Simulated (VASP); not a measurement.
Here is the system:

```
CELL_PARAMETERS angstrom
     10.93707     0.00000     0.00000
      0.00000    10.93707     0.00000
      0.00000     0.00000    10.93707
ATOMIC_POSITIONS crystal
  Si 0.50000 0.00000 0.00000
  Si 0.62500 0.12500 0.12500
  Si 0.75000 0.25000 0.00000
  Si 0.87500 0.37500 0.12500
  Si 0.75000 0.00000 0.25000
  Si 0.87500 0.12500 0.37500
  Si 0.00000 0.00000 0.00000
  Si 0.12500 0.12500 0.12500
  Si 0.25000 0.25000 0.00000
  Si 0.37500 0.37500 0.12500
  Si 0.50000 0.50000 0.00000
  Si 0.62500 0.62500 0.12500
  Si 0.75000 0.75000 0.00000
  Si 0.87500 0.87500 0.12500
  Si 0.25000 0.00000 0.25000
  Si 0.37500 0.12500 0.37500
  Si 0.50289 0.25043 0.25249
  Si 0.74986 0.49567 0.24619
  Si 0.87500 0.62500 0.37500
  Si 0.50000 0.00000 0.50000
  Si 0.62500 0.12500 0.62500
  Si 0.75380 0.25299 0.49626
  Si 0.87500 0.37500 0.62500
  Si 0.75000 0.00000 0.75000
  Si 0.87500 0.12500 0.87500
  Si 0.00000 0.50000 0.00000
  Si 0.12500 0.62500 0.12500
  Si 0.25000 0.75000 0.00000
  Si 0.37500 0.87500 0.12500
  Si 0.00000 0.25000 0.25000
  Si 0.12500 0.37500 0.37500
  Si 0.25000 0.50000 0.25000
  Si 0.37500 0.62500 0.37500
  Si 0.50000 0.75000 0.25000
  Si 0.62500 0.87500 0.37500
  Si 0.00000 0.00000 0.50000
  Si 0.12500 0.12500 0.62500
  Si 0.25000 0.25000 0.50000
  Si 0.37500 0.37500 0.62500
  Si 0.62500 0.62500 0.62500
  Si 0.75000 0.75000 0.50000
  Si 0.87500 0.87500 0.62500
  Si 0.25000 0.00000 0.75000
  Si 0.37500 0.12500 0.87500
  Si 0.50000 0.25000 0.75000
  Si 0.62500 0.37500 0.87500
  Si 0.75000 0.50000 0.75000
  Si 0.87500 0.62500 0.87500
  Si 0.00000 0.75000 0.25000
  Si 0.12500 0.87500 0.37500
  Si 0.00000 0.50000 0.50000
  Si 0.12500 0.62500 0.62500
  Si 0.25000 0.75000 0.50000
  Si 0.37500 0.87500 0.62500
  Si 0.00000 0.25000 0.75000
  Si 0.12500 0.37500 0.87500
  Si 0.25000 0.50000 0.75000
  Si 0.37500 0.62500 0.87500
  Si 0.50000 0.75000 0.75000
  Si 0.62500 0.87500 0.87500
  Si 0.00000 0.75000 0.75000
  Si 0.12500 0.87500 0.87500
  B  0.50428 0.50248 0.50238
```
Cell charge +1.

These are PBE GGA, VASP's PBE PAW potentials (set 64) (plane waves; VASP) values and carry that method's errors. Numerical set-up: PREC = Normal, LREAL = Auto, ISYM = 0, NELECT = 250.0, EDIFF = 1E-5, 400 eV cut-off, 1×1×1 Γ-centred mesh, Gaussian smearing of 0.050 eV, potentials Si B.

The cell is charged, with a uniform compensating background. The supercell is sampled at Γ alone, which is coarse: total energies, pressure and levels can be off, energies of defects by several tenths of an eV.

Problem. The ions are relaxed. Give the cell that the relaxation ends in.

Solution. 
```
CELL_PARAMETERS angstrom
     10.93707     0.00000     0.00000
      0.00000    10.93707     0.00000
      0.00000     0.00000    10.93707
ATOMIC_POSITIONS crystal
  Si 0.49886 0.99889 0.99884
  Si 0.62768 0.12372 0.12369
  Si 0.75061 0.24946 0.99812
  Si 0.87643 0.37254 0.12365
  Si 0.75068 0.99824 0.24953
  Si 0.87647 0.12381 0.37250
  Si 0.00061 0.99961 0.99954
  Si 0.12624 0.12462 0.12453
  Si 0.25168 0.24898 0.00031
  Si 0.37726 0.37730 0.12706
  Si 0.50039 0.49974 0.99897
  Si 0.62292 0.62298 0.12699
  Si 0.75130 0.74857 0.00030
  Si 0.87561 0.87404 0.12454
  Si 0.25167 0.00039 0.24891
  Si 0.37726 0.12713 0.37717
  Si 0.49896 0.24446 0.24432
  Si 0.75583 0.50135 0.24429
  Si 0.87309 0.62294 0.37721
  Si 0.50045 0.99906 0.49966
  Si 0.62289 0.12707 0.62286
  Si 0.75584 0.24437 0.50128
  Si 0.87308 0.37728 0.62297
  Si 0.75128 0.00031 0.74846
  Si 0.87555 0.12459 0.87392
  Si 0.00127 0.50131 0.99885
  Si 0.12718 0.62367 0.12706
  Si 0.24999 0.75013 0.00090
  Si 0.37650 0.87299 0.12705
  Si 0.00200 0.24954 0.24941
  Si 0.12588 0.37474 0.37469
  Si 0.25425 0.50066 0.25529
  Si 0.38504 0.61526 0.38858
  Si 0.49959 0.74594 0.25522
  Si 0.62549 0.87429 0.37468
  Si 0.00128 0.99889 0.50127
  Si 0.12718 0.12708 0.62364
  Si 0.25421 0.25527 0.50057
  Si 0.38499 0.38863 0.61508
  Si 0.61153 0.61516 0.61515
  Si 0.74486 0.74589 0.50057
  Si 0.87310 0.87297 0.62363
  Si 0.25002 0.00097 0.75015
  Si 0.37651 0.12711 0.87297
  Si 0.49954 0.25530 0.74583
  Si 0.62546 0.37471 0.87425
  Si 0.74485 0.50066 0.74592
  Si 0.87311 0.62369 0.87291
  Si 0.99984 0.74858 0.24885
  Si 0.12628 0.87392 0.37522
  Si 0.00110 0.49978 0.49969
  Si 0.12473 0.62575 0.62564
  Si 0.25154 0.74868 0.50151
  Si 0.37448 0.87554 0.62569
  Si 0.99980 0.24898 0.74849
  Si 0.12630 0.37529 0.87386
  Si 0.25154 0.50154 0.74855
  Si 0.37443 0.62573 0.87541
  Si 0.49859 0.74867 0.74861
  Si 0.62492 0.87393 0.87385
  Si 0.99925 0.75015 0.75007
  Si 0.12510 0.87504 0.87500
  B  0.47147 0.52871 0.52865
```
Cell charge +1.

Problem. How much energy does the relaxation gain?

Solution. The energy (σ→0) changes by -26.3 meV/atom, in 16 ionic steps.

The cell is a supercell with a defect, built from Si (diamond): B_Si-vac_Si, charge +1. The run is not spin-polarised, so no state with unpaired spins was tried.
